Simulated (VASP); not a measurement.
YNb: band structure with PBE

The system is YNb.

```
CELL_PARAMETERS angstrom
0.00000 2.95774 2.95774
2.95774 0.00000 2.95774
2.95774 2.95774 0.00000
ATOMIC_POSITIONS crystal
Y 0.50000 0.50000 0.50000
Nb 0.00000 0.00000 0.00000
```

The cell was built by a generator and needn't be a form met in nature.

| Quantity | Value |
| --- | --- |
| Program | VASP 6.6.1 |
| Task | band structure |
| Functional | PBE |
| Potentials or basis | VASP PAW PBE potentials, release 64 (Y_sv, Nb_pv) |
| Cutoff | 600 eV |
| k mesh | 8 × 8 × 8 |
| Occupations | fermi-dirac, width 0.05 eV |
| Spin | no spin polarisation |
| Further INCAR settings | ALGO = Normal; EDIFF = 1e-06; NBANDS = 18 |

```json
{"Band gap along the path": "none (metal or under the smearing width)"}
```

Levels at the corners of the path, in eV from the Fermi level:
```
point  band 7  band 8  band 9  band 10  band 11  band 12  band 13  band 14  band 15  band 16
    Γ  -21.64   -4.74   -1.43    -1.43    -1.29    -1.29    -1.29     5.69     5.69     5.69
    X  -21.67   -2.65   -1.82    -0.68    -0.18     0.63     1.53     1.53     4.66     4.67
    X  -21.67   -2.65   -1.82    -0.68    -0.18     0.63     1.53     1.53     4.66     4.66
    W  -21.70   -1.45   -1.45    -0.96    -0.69     0.67     1.55     1.97     3.29     3.29
    W  -21.70   -1.45   -1.45    -0.96    -0.69     0.67     1.55     1.97     3.29     3.29
    K  -21.69   -2.09   -0.98    -0.52    -0.48    -0.07     1.13     2.65     3.23     3.51
    K  -21.69   -2.09   -0.98    -0.52    -0.48    -0.07     1.13     2.65     3.23     3.51
    Γ  -21.64   -4.74   -1.43    -1.43    -1.29    -1.29    -1.29     5.69     5.69     5.69
    Γ  -21.64   -4.74   -1.43    -1.43    -1.29    -1.29    -1.29     5.69     5.69     5.69
    L  -21.70   -1.74   -1.52     0.20     0.20     1.25     1.25     1.68     1.68     2.23
    L  -21.70   -1.74   -1.52     0.20     0.20     1.25     1.25     1.68     1.68     2.23
    U  -21.69   -2.09   -0.98    -0.52    -0.48    -0.07     1.13     2.65     3.23     3.51
    U  -21.69   -2.09   -0.98    -0.52    -0.48    -0.07     1.13     2.65     3.23     3.51
    W  -21.70   -1.45   -1.45    -0.96    -0.69     0.67     1.55     1.97     3.29     3.29
    W  -21.70   -1.45   -1.45    -0.96    -0.69     0.67     1.55     1.97     3.29     3.29
    L  -21.70   -1.74   -1.52     0.20     0.20     1.25     1.25     1.68     1.68     2.23
    L  -21.70   -1.74   -1.52     0.20     0.20     1.25     1.25     1.68     1.68     2.23
    K  -21.69   -2.09   -0.98    -0.52    -0.48    -0.07     1.13     2.65     3.23     3.51
    U  -21.69   -2.09   -0.98    -0.52    -0.48    -0.07     1.13     2.65     3.23     3.51
    X  -21.67   -2.65   -1.82    -0.68    -0.18     0.63     1.53     1.53     4.66     4.66
```

Run time: 90 s on 1 thread of Intel(R) Xeon(R) Platinum 8488C (Sapphire Rapids), on a shared host, peak memory 0.41 GiB.

Caveat: the log is that of the step along the path at fixed density, whose energy, stress, charges and moments have no meaning.
